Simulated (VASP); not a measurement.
Calculation: PBE GGA with D3 dispersion (Becke-Johnson damping), VASP's PBE PAW potentials (set 64) (plane waves; VASP 6.6.1).

VASP input:

KPOINTS:
```
Automatic mesh
0
gamma
  18 18 18
0 0 0
```

INCAR:
```
NEDOS  =  601
LASPH  =  T   ! aspherical one-centre terms
LMAXMIX  =  6   ! l cut-off of mixed one-centre charges
EDIFF  =  1E-7
ISIF  =  2   ! forces and stress, cell fixed
GGA  =  PE   ! PBE
PREC  =  Accurate
NELM  =  100   ! most electronic steps
ENCUT  =  520
LWAVE  =  F
ISMEAR  =  -5
SYSTEM  =  W
LCHARG  =  T
IVDW  =  12
LREAL  =  F
ALGO  =  Normal
LORBIT  =  11   ! lm-projected
```

**POSCAR**
```
W
3.1619950
 -0.4999999696   0.4999999696   0.4999999696
  0.4999999696  -0.4999999696   0.4999999696
  0.4999999696   0.4999999696  -0.4999999696
W
1
direct
  0.0000000000   0.0000000000   0.0000000000
```

POTCAR, in this order: W_sv (PBE.64 set). Program: vasp_std.

For a metal the tetrahedron method with Blöchl corrections gives inexact stress and forces. Unless said otherwise, spin-orbit coupling is left out, though it shifts the bands of the heavy elements here.

Problem. Estimate the energy per atom (σ→0), dispersion energy, band gap (on the k-mesh).

Solution. 
```json
{
  "energy per atom (σ→0)": "-13.644 eV/atom",
  "dispersion_energy": "-16.08 kcal/mol",
  "band gap (on the k-mesh)": "none (metal, semimetal or under 0.01 eV)"
}
```

OSZICAR:
```
...
DAV:   7    -0.129508772390E+02    0.12794E+00   -0.30968E-01  4746   0.701E+00    0.645E-01
DAV:   8    -0.129468180606E+02    0.40592E-02   -0.38261E-03  4392   0.936E-01    0.834E-02
DAV:   9    -0.129468360672E+02   -0.18007E-04   -0.12700E-04  4941   0.148E-01    0.477E-02
DAV:  10    -0.129468382368E+02   -0.21696E-05   -0.16496E-05  4602   0.591E-02    0.774E-03
DAV:  11    -0.129468394783E+02   -0.12414E-05   -0.19026E-07  4182   0.600E-03    0.647E-04
DAV:  12    -0.129468388205E+02    0.65779E-06   -0.75405E-09  2400   0.117E-03    0.103E-04
DAV:  13    -0.129468388017E+02    0.18757E-07   -0.80165E-10  2247   0.427E-04
   1 F= -.13644157E+02 E0= -.13644157E+02  d E =0.000000E+00
```

The compound is W in the bcc structure. It was relaxed first.
